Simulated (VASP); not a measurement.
# AlNi under strain

Aim: follow the pressure of AlNi through compression, expansion and shear. All runs use PBEsol. Left out of this account: 1 further run (self-consistent run: a reference on another mesh). The start is a cell from a database of measured crystal structures.

Method: PBEsol, spin-polarised from a ferromagnetic start (one magnetic atom a cell); plane waves and PAW (Al, Ni), in VASP 6.6.1.

This is a report of a sequence of runs, with most program output left out.

The database entry behind the starting cell differs from later determinations by our own check (about 0.2 % short), so it need not match the best structure at ambient conditions.

**1. The structure**

The structure is cubic, space group Pm-3m (No. 221). Conventional cell: a = 2.881 Å, b = 2.881 Å, c = 2.881 Å, α = 90.00°, β = 90.00°, γ = 90.00°. Nearest to Al lie 8 Ni at 2.50 Å. Nearest to Ni lie 8 Al at 2.50 Å. Farther neighbours are not listed.

Coordinates:

```xyz
2
Lattice="2.8810 0.0000 0.0000 0.0000 2.8810 0.0000 0.0000 0.0000 2.8810" Properties=species:S:1:pos:R:3 pbc="T T T"
Al    0.0000    0.0000    0.0000
Ni    1.4405    1.4405    1.4405
```

**2. Bands, cell as listed**

The mesh alone shows little of the dispersion and can miss band extrema, so KPOINTS_OPT adds a path through the symmetry points after the self-consistent cycle. PBEsol restores the gradient expansion of exchange and is tuned for the cells of solids.

Contents of INCAR:

```
SYSTEM = AlNi
PREC = Accurate
ENCUT = 400
EDIFF = 1E-06
NELM = 100
ISMEAR = -1
SIGMA = 0.05
LREAL = .FALSE.
ALGO = Normal
GGA = PS
NBANDS = 20
ISPIN = 2
MAGMOM = 0 1
LASPH = .TRUE.
LMAXMIX = 4
LORBIT = 11
LWAVE = .FALSE.
LCHARG = .FALSE.
KPAR = 2
```

Contents of POSCAR:

```
AlNi
1.0
    2.8810000000      0.0000000000      0.0000000000
    0.0000000000      2.8810000000      0.0000000000
    0.0000000000      0.0000000000      2.8810000000
Al Ni
1 1
Direct
    0.0000000000      0.0000000000      0.0000000000
    0.5000000000      0.5000000000      0.5000000000
```

Contents of KPOINTS:

```
Automatic mesh
0
Gamma
13 13 13
0 0 0
```

Contents of KPOINTS_OPT:

```
Line mode
16
Line-mode
Reciprocal
  0.00000000   0.00000000   0.00000000 GAMMA
  0.00000000   0.50000000   0.00000000 X

  0.00000000   0.50000000   0.00000000 X
  0.50000000   0.50000000   0.00000000 M

  0.50000000   0.50000000   0.00000000 M
  0.00000000   0.00000000   0.00000000 GAMMA

  0.00000000   0.00000000   0.00000000 GAMMA
  0.50000000   0.50000000   0.50000000 R

  0.50000000   0.50000000   0.50000000 R
  0.00000000   0.50000000   0.00000000 X

  0.50000000   0.50000000   0.00000000 M
  0.50000000   0.50000000   0.50000000 R
```

The projector-augmented-wave data sets are Al and Ni (PBE family, release 64).

The run is started by

```sh
$ mpirun -np 2 vasp_std
```

It took 53 s on 2 MPI ranks of AMD EPYC 7R43, shared host; peak memory 0.3 GiB; 1.7 min of CPU time.

The moments of the start collapse, so the state is non-magnetic; other starts or orders were not tried. The PAW data sets were made with PBE, which is usual practice but a small mismatch for other functionals. At this level the cell is under a tension of 3.6 GPa, so at these settings it is away from equilibrium.

Numbers from this step:

```
SCF cycles              : 14
electrons               : 13
bands                   : 20
irreducible k-points    : 84
symmetry operations     : 48
free energy (TOTEN)     : -11.59 eV
energy at zero smearing : -11.59 eV
Fermi energy            : 9.882 eV
pressure                : -3.552 GPa
metallic                : yes
```

The spin moment in the PAW sphere vanishes on all atoms.

Both spin channels agree. The electronic bands at the labelled points (eV, zero at the Fermi level; # counts the bands kept):

```
          point     #3     #4     #5     #6     #7    #8     #9    #10
              Γ  -3.22  -1.52  -1.52  -1.52   5.51  5.51   5.51   8.16
0.47 of the way  -3.01  -1.87  -1.87  -1.48   1.12  6.75   6.75   8.22
              X  -2.74  -2.23  -2.23  -1.44  -0.63  8.32  10.01  10.01
0.47 of the way  -2.57  -2.45  -2.15  -1.73  -0.66  5.09   5.25  11.33
              M  -2.86  -2.86  -2.06  -2.06  -1.00  1.48   2.52  12.30
0.53 of the way  -3.15  -2.23  -1.85  -1.76   1.31  2.76   7.92   9.26
              Γ  -3.22  -1.52  -1.52  -1.52   5.51  5.51   5.51   8.16
0.53 of the way  -3.18  -2.25  -2.08  -2.08   2.20  2.20   4.08   9.61
              R  -4.08  -0.97  -0.97   2.00   2.00  2.00   3.74   4.49
0.53 of the way  -3.10  -2.28  -2.04  -1.38  -0.57  5.47   5.73   6.39
              X  -2.74  -2.23  -2.23  -1.44  -0.63  8.32  10.01  10.01
      jump to M  -2.86  -2.86  -2.06  -2.06  -1.00  1.48   2.52  12.30
0.53 of the way  -3.75  -2.21  -0.98  -0.16  -0.16  1.65   2.80   7.51
              R  -4.08  -0.97  -0.97   2.00   2.00  2.00   3.74   4.49
```

Of the projections kept (Al, Ni), the largest for each band there; the rest of the weight can lie on other orbitals:

```
point       #3       #4       #5       #6       #7       #8       #9      #10
    Γ  Ni 1.00  Ni 1.00  Ni 1.00  Ni 1.00  Al 0.51  Al 0.51  Al 0.51  Ni 1.00
    X  Ni 1.00  Ni 0.98  Ni 0.98  Ni 1.00  Ni 0.98        -  Ni 1.00  Ni 1.00
    M  Ni 0.59  Ni 0.59  Ni 1.00  Ni 1.00  Ni 1.00  Ni 1.00  Ni 0.72  Al 1.00
    Γ  Ni 1.00  Ni 1.00  Ni 1.00  Ni 1.00  Al 0.51  Al 0.51  Al 0.51  Ni 1.00
    R  Ni 0.89  Ni 1.00  Ni 1.00  Ni 1.00  Ni 1.00  Ni 1.00  Al 1.00  Ni 0.68
    X  Ni 1.00  Ni 0.98  Ni 0.98  Ni 1.00  Ni 0.98        -  Ni 1.00  Ni 1.00
```

There is no gap at this level.

**3. Bands, volume times 1.04**

The cell is expanded evenly, with fractional positions held.

INCAR is that of step 2.

Contents of POSCAR:

```
AlNi
1.0
    2.9189122424      0.0000000000      0.0000000000
    0.0000000000      2.9189122424      0.0000000000
    0.0000000000      0.0000000000      2.9189122424
Al Ni
1 1
Direct
    0.0000000000      0.0000000000      0.0000000000
    0.5000000000      0.5000000000      0.5000000000
```

KPOINTS is that of step 2.

KPOINTS_OPT is that of step 2.

The run is started by

```sh
$ mpirun -np 2 vasp_std
```

It took 52 s on 2 MPI ranks; peak memory 0.3 GiB.

This step gave:

- free energy (TOTEN): -11.55 eV
- energy at zero smearing: -11.55 eV
- Fermi energy: 9.374 eV
- pressure: -9.237 GPa

Both spin channels agree. The electronic bands at the labelled points (eV, zero at the Fermi level; # counts the bands kept):

```
          point     #3     #4     #5     #6     #7    #8    #9    #10
              Γ  -3.04  -1.45  -1.45  -1.45   5.35  5.35  5.35   8.04
0.53 of the way  -2.80  -1.84  -1.84  -1.40   0.55  6.90  6.90   8.15
              X  -2.59  -2.12  -2.12  -1.36  -0.61  8.27  9.82   9.82
0.47 of the way  -2.43  -2.33  -2.04  -1.64  -0.64  4.91  5.12  10.94
              M  -2.75  -2.75  -1.95  -1.95  -0.95  1.41  2.33  11.88
0.47 of the way  -2.96  -2.17  -1.81  -1.72   0.78  2.40  8.25   8.33
              Γ  -3.04  -1.45  -1.45  -1.45   5.35  5.35  5.35   8.04
0.53 of the way  -3.02  -2.14  -1.96  -1.96   2.14  2.14  3.85   9.41
              R  -3.89  -0.92  -0.92   2.03   2.03  2.03  3.40   4.32
0.53 of the way  -2.94  -2.15  -1.94  -1.30  -0.55  5.31  5.63   6.08
              X  -2.59  -2.12  -2.12  -1.36  -0.61  8.27  9.82   9.82
      jump to M  -2.75  -2.75  -1.95  -1.95  -0.95  1.41  2.33  11.88
0.47 of the way  -3.49  -2.33  -0.94  -0.45  -0.45  1.55  2.52   7.83
              R  -3.89  -0.92  -0.92   2.03   2.03  2.03  3.40   4.32
```

Of the projections kept (Al, Ni), the largest for each band there; the rest of the weight can lie on other orbitals:

```
point       #3       #4       #5       #6       #7       #8       #9      #10
    Γ  Ni 1.00  Ni 1.00  Ni 1.00  Ni 1.00  Al 0.51  Al 0.51  Al 0.51  Ni 1.00
    X  Ni 1.00  Ni 0.98  Ni 0.98  Ni 1.00  Ni 0.98        -  Ni 1.00  Ni 1.00
    M  Ni 0.58  Ni 0.58  Ni 1.00  Ni 1.00  Ni 1.00  Ni 1.00  Ni 0.73  Al 1.00
    Γ  Ni 1.00  Ni 1.00  Ni 1.00  Ni 1.00  Al 0.51  Al 0.51  Al 0.51  Ni 1.00
    R  Ni 0.89  Ni 1.00  Ni 1.00  Ni 1.00  Ni 1.00  Ni 1.00  Al 1.00  Ni 0.68
    X  Ni 1.00  Ni 0.98  Ni 0.98  Ni 1.00  Ni 0.98        -  Ni 1.00  Ni 1.00
```

 The pressure is -9.24 GPa.

Of the bands kept, 2 cross the Fermi level on this path.

**4. Bands, volume times 1.08**

INCAR is that of step 3.

Contents of POSCAR:

```
AlNi
1.0
    2.9558644214      0.0000000000      0.0000000000
    0.0000000000      2.9558644214      0.0000000000
    0.0000000000      0.0000000000      2.9558644214
Al Ni
1 1
Direct
    0.0000000000      0.0000000000      0.0000000000
    0.5000000000      0.5000000000      0.5000000000
```

KPOINTS is that of step 3.

KPOINTS_OPT is that of step 3.

The run is started by

```sh
$ mpirun -np 2 vasp_std
```

It took 49 s on 2 MPI ranks; peak memory 0.3 GiB.

Numbers from this step:

```yaml
free_energy_toten: -11.49 eV
energy_at_zero_smearing: -11.48 eV
fermi_energy: 8.905 eV
pressure: -13.80 GPa
```

Both spin channels agree. The electronic bands at the labelled points (eV, zero at the Fermi level; # counts the bands kept):

```
          point     #3     #4     #5     #6     #7    #8    #9    #10
              Γ  -2.87  -1.38  -1.38  -1.38   5.20  5.20  5.20   7.92
0.47 of the way  -2.69  -1.69  -1.69  -1.34   1.01  6.37  6.37   8.03
              X  -2.45  -2.01  -2.01  -1.30  -0.59  8.22  9.64   9.64
0.47 of the way  -2.30  -2.22  -1.94  -1.56  -0.61  4.74  5.00  10.58
              M  -2.65  -2.65  -1.85  -1.85  -0.90  1.34  2.16  11.47
0.47 of the way  -2.82  -2.06  -1.72  -1.63   0.76  2.27  8.09   8.09
              Γ  -2.87  -1.38  -1.38  -1.38   5.20  5.20  5.20   7.92
0.47 of the way  -2.78  -2.02  -1.88  -1.88   2.27  2.27  3.74  10.40
              R  -3.71  -0.88  -0.88   2.06   2.06  2.06  3.09   4.17
0.47 of the way  -2.98  -1.90  -1.88  -0.96  -0.49  4.88  4.90   5.18
              X  -2.45  -2.01  -2.01  -1.30  -0.59  8.22  9.64   9.64
      jump to M  -2.65  -2.65  -1.85  -1.85  -0.90  1.34  2.16  11.47
0.47 of the way  -3.34  -2.21  -0.89  -0.40  -0.40  1.50  2.33   7.53
              R  -3.71  -0.88  -0.88   2.06   2.06  2.06  3.09   4.17
```

Of the projections kept (Al, Ni), the largest for each band there; the rest of the weight can lie on other orbitals:

```
point       #3       #4       #5       #6       #7       #8       #9      #10
    Γ  Ni 1.00  Ni 1.00  Ni 1.00  Ni 1.00  Al 0.52  Al 0.52  Al 0.52  Ni 1.00
    X  Ni 1.00  Ni 0.98  Ni 0.98  Ni 1.00  Ni 0.99        -  Ni 1.00  Ni 1.00
    M  Ni 0.58  Ni 0.58  Ni 1.00  Ni 1.00  Ni 1.00  Ni 1.00  Ni 0.73  Al 1.00
    Γ  Ni 1.00  Ni 1.00  Ni 1.00  Ni 1.00  Al 0.52  Al 0.52  Al 0.52  Ni 1.00
    R  Ni 0.90  Ni 1.00  Ni 1.00  Ni 1.00  Ni 1.00  Ni 1.00  Al 1.00  Ni 0.68
    X  Ni 1.00  Ni 0.98  Ni 0.98  Ni 1.00  Ni 0.99        -  Ni 1.00  Ni 1.00
```

 The pressure is -13.80 GPa.

Between step 2 and this run (cell volume +8.0 %) the value for the pressure moves from -3.55 GPa to -13.8 GPa.

**5. Bands, sheared, principal strains -1.4, -0.4, +1.8 %**

The cell is sheared at fixed volume, which lowers its symmetry.

INCAR is that of step 4.

Contents of POSCAR:

```
AlNi
1.0
    2.8812710000      0.0219930000     -0.0290550000
    0.0219930000      2.9004830000     -0.0228470000
   -0.0290550000     -0.0228470000      2.8620140000
Al Ni
1 1
Direct
    0.0000000000      0.0000000000      0.0000000000
    0.5000000000      0.5000000000      0.5000000000
```

KPOINTS is that of step 4.

Contents of KPOINTS_OPT:

```
Line mode
16
Line-mode
Reciprocal
 -0.50000000   0.00000000   0.00000000 X
  0.00000000   0.00000000   0.00000000 GAMMA

  0.00000000   0.00000000   0.00000000 GAMMA
  0.00000000  -0.50000000   0.00000000 Y

 -0.50000000  -0.50000000   0.00000000 L
  0.00000000   0.00000000   0.00000000 GAMMA

  0.00000000   0.00000000   0.00000000 GAMMA
  0.00000000   0.00000000   0.50000000 Z

 -0.50000000   0.00000000   0.50000000 N
  0.00000000   0.00000000   0.00000000 GAMMA

  0.00000000   0.00000000   0.00000000 GAMMA
  0.00000000  -0.50000000   0.50000000 M

 -0.50000000  -0.50000000   0.50000000 R
  0.00000000   0.00000000   0.00000000 GAMMA
```

The run is started by

```sh
$ mpirun -np 2 vasp_std
```

Wall time 6.2 min (2 MPI ranks); peak memory 1.7 GiB; 12 min of CPU time.

The path and its labels are those of the sheared lattice, so a letter need not mean the same point as in the unstrained cell.

Numbers from this step:

```
irreducible k-points    : 1099
symmetry operations     : 2
free energy (TOTEN)     : -11.58 eV
energy at zero smearing : -11.58 eV
Fermi energy            : 9.885 eV
pressure                : -3.410 GPa
```

Both spin channels agree. Electronic bands along the path, in eV, zero at the Fermi level; # counts the bands kept:

```
          point     #3     #4     #5     #6     #7    #8    #9    #10
              X  -2.75  -2.28  -2.18  -1.44  -0.63  8.27  9.80  10.25
0.53 of the way  -3.02  -1.91  -1.84  -1.49   1.12  6.51  6.98   8.22
              Γ  -3.22  -1.57  -1.54  -1.49   5.26  5.50  5.78   8.11
0.53 of the way  -2.97  -1.98  -1.90  -1.46   0.49  7.06  7.32   8.27
              Y  -2.76  -2.26  -2.17  -1.43  -0.68  8.29  9.98  10.22
      jump to L  -3.01  -2.80  -2.04  -2.03  -1.02  1.40  2.47  12.39
0.53 of the way  -3.14  -2.27  -1.81  -1.76   1.28  2.80  8.05   9.16
              Γ  -3.22  -1.57  -1.54  -1.49   5.26  5.50  5.78   8.11
0.47 of the way  -3.02  -1.91  -1.85  -1.51   1.23  6.52  6.76   8.20
              Z  -2.74  -2.28  -2.22  -1.46  -0.58  8.28  9.82  10.05
      jump to N  -2.96  -2.67  -2.10  -2.08  -0.99  1.52  2.60  12.08
0.47 of the way  -3.04  -2.30  -1.91  -1.86   0.88  2.77  8.12   8.41
              Γ  -3.22  -1.57  -1.54  -1.49   5.26  5.50  5.78   8.11
0.47 of the way  -3.11  -2.25  -1.84  -1.78   1.33  2.89  7.84   9.16
              M  -2.98  -2.75  -2.07  -2.05  -1.00  1.46  2.53  12.23
      jump to R  -4.06  -0.99  -0.96   1.72   2.08  2.15  3.79   4.25
0.47 of the way  -3.15  -2.20  -2.09  -2.08   2.28  2.35  4.28   9.49
              Γ  -3.22  -1.57  -1.54  -1.49   5.26  5.50  5.78   8.11
```

Of the projections kept (Al, Ni), the largest for each band there; the rest of the weight can lie on other orbitals:

```
point       #3       #4       #5       #6       #7       #8       #9      #10
    X  Ni 1.00  Ni 0.98  Ni 0.98  Ni 1.00  Ni 0.98  Ni 0.97  Ni 1.00  Ni 1.00
    Γ  Ni 1.00  Ni 1.00  Ni 1.00  Ni 1.00  Al 0.50  Al 0.51  Al 0.51  Ni 1.00
    Y  Ni 1.00  Ni 0.98  Ni 0.98  Ni 1.00  Ni 0.98  Ni 0.99  Ni 1.00  Ni 1.00
    L  Ni 0.59  Ni 0.59  Ni 1.00  Ni 1.00  Ni 1.00  Ni 1.00  Ni 0.73  Al 0.99
    Γ  Ni 1.00  Ni 1.00  Ni 1.00  Ni 1.00  Al 0.50  Al 0.51  Al 0.51  Ni 1.00
    Z  Ni 1.00  Ni 0.98  Ni 0.98  Ni 1.00  Ni 0.98  Ni 0.99  Ni 1.00  Ni 1.00
```

 The pressure is -3.41 GPa, and the symmetry operations fall from 48 to 2.

**6. Bands, volume times 0.96**

The cell is compressed evenly, with fractional positions held.

INCAR is that of step 5.

Contents of POSCAR:

```
AlNi
1.0
    2.8420627945      0.0000000000      0.0000000000
    0.0000000000      2.8420627945      0.0000000000
    0.0000000000      0.0000000000      2.8420627945
Al Ni
1 1
Direct
    0.0000000000      0.0000000000      0.0000000000
    0.5000000000      0.5000000000      0.5000000000
```

KPOINTS is that of step 5.

Contents of KPOINTS_OPT:

```
Line mode
16
Line-mode
Reciprocal
  0.00000000   0.00000000   0.00000000 GAMMA
  0.00000000   0.50000000   0.00000000 X

  0.00000000   0.50000000   0.00000000 X
  0.50000000   0.50000000   0.00000000 M

  0.50000000   0.50000000   0.00000000 M
  0.00000000   0.00000000   0.00000000 GAMMA

  0.00000000   0.00000000   0.00000000 GAMMA
  0.50000000   0.50000000   0.50000000 R

  0.50000000   0.50000000   0.50000000 R
  0.00000000   0.50000000   0.00000000 X

  0.50000000   0.50000000   0.00000000 M
  0.50000000   0.50000000   0.50000000 R
```

The run is started by

```sh
$ mpirun -np 2 vasp_std
```

The job ended after 51 s (2 MPI ranks; peak memory 0.29 GiB).

Numbers from this step:

```yaml
irreducible_k_points: 84
symmetry_operations: 48
free_energy_toten: -11.59 eV
energy_at_zero_smearing: -11.59 eV
fermi_energy: 10.43 eV
pressure: 3.518 GPa
```

Both spin channels agree. Electronic bands along the path, in eV, zero at the Fermi level; # counts the bands kept:

```
          point     #3     #4     #5     #6     #7    #8     #9    #10
              Γ  -3.42  -1.61  -1.61  -1.61   5.69  5.69   5.69   8.29
0.47 of the way  -3.20  -1.97  -1.97  -1.57   1.18  6.96   6.96   8.32
              X  -2.91  -2.35  -2.35  -1.52  -0.65  8.36  10.21  10.21
0.53 of the way  -2.70  -2.64  -2.26  -1.90  -0.71  4.60   4.74  11.88
              M  -2.98  -2.98  -2.18  -2.18  -1.05  1.55   2.71  12.76
0.47 of the way  -3.29  -2.43  -2.01  -1.92   0.83  2.66   8.60   8.85
              Γ  -3.42  -1.61  -1.61  -1.61   5.69  5.69   5.69   8.29
0.53 of the way  -3.35  -2.37  -2.21  -2.21   2.26  2.26   4.33   9.82
              R  -4.29  -1.02  -1.02   1.96   1.96  1.96   4.11   4.67
0.47 of the way  -3.47  -2.26  -2.22  -1.14  -0.55  5.12   5.37   6.06
              X  -2.91  -2.35  -2.35  -1.52  -0.65  8.36  10.21  10.21
      jump to M  -2.98  -2.98  -2.18  -2.18  -1.05  1.55   2.71  12.76
0.53 of the way  -3.94  -2.35  -1.03  -0.21  -0.21  1.70   3.03   7.85
              R  -4.29  -1.02  -1.02   1.96   1.96  1.96   4.11   4.67
```

Of the projections kept (Al, Ni), the largest for each band there; the rest of the weight can lie on other orbitals:

```
point       #3       #4       #5       #6       #7       #8       #9      #10
    Γ  Ni 1.00  Ni 1.00  Ni 1.00  Ni 1.00  Al 0.50  Al 0.50  Al 0.50  Ni 1.00
    X  Ni 1.00  Ni 0.98  Ni 0.98  Ni 1.00  Ni 0.98        -  Ni 1.00  Ni 1.00
    M  Ni 0.59  Ni 0.59  Ni 1.00  Ni 1.00  Ni 1.00  Ni 1.00  Ni 0.72  Al 1.00
    Γ  Ni 1.00  Ni 1.00  Ni 1.00  Ni 1.00  Al 0.50  Al 0.50  Al 0.50  Ni 1.00
    R  Ni 0.89  Ni 1.00  Ni 1.00  Ni 1.00  Ni 1.00  Ni 1.00  Al 1.00  Ni 0.68
    X  Ni 1.00  Ni 0.98  Ni 0.98  Ni 1.00  Ni 0.98        -  Ni 1.00  Ni 1.00
```

 The pressure is 3.52 GPa.

Of the bands kept, 2 cross the Fermi level on this path.

**7. Bands, volume times 0.92**

The cell is scaled evenly once more. A prediction first. A parabola through the 4 pressures of evenly scaled cells so far, P = -3.53 -159.0 t +334 t² GPa with t = ln(V/V₁) and V₁ the volume at scale 1, gives 12.05 GPa at t = -0.0834.

INCAR is that of step 6.

Contents of POSCAR:

```
AlNi
1.0
    2.8020284083      0.0000000000      0.0000000000
    0.0000000000      2.8020284083      0.0000000000
    0.0000000000      0.0000000000      2.8020284083
Al Ni
1 1
Direct
    0.0000000000      0.0000000000      0.0000000000
    0.5000000000      0.5000000000      0.5000000000
```

KPOINTS is that of step 6.

KPOINTS_OPT is that of step 6.

The run is started by

```sh
$ mpirun -np 2 vasp_std
```

Run time: 39 s. Hardware: 2 MPI ranks; peak memory 0.28 GiB.

This step gave:

```
free energy (TOTEN)     : -11.54 eV
energy at zero smearing : -11.54 eV
Fermi energy            : 11.03 eV
pressure                : 12.32 GPa
```

[end of part 1 of 2]

[Lines on the potential files, build, host, timing and source positions are cut from VASP's logs without a mark.]

[Logs are printed without paths, hosts, clocks, repeated set-up lines and the standing remarks that a program may print on its own settings, such as how far it seeks lower states.]

[Hosts, paths, dates, database ids (printed as entryN), source tags and the programs' standing remarks are cut or masked in the printed files.]

[A measured line is paired with the nearest computed mode of its activity, which favours agreement.]
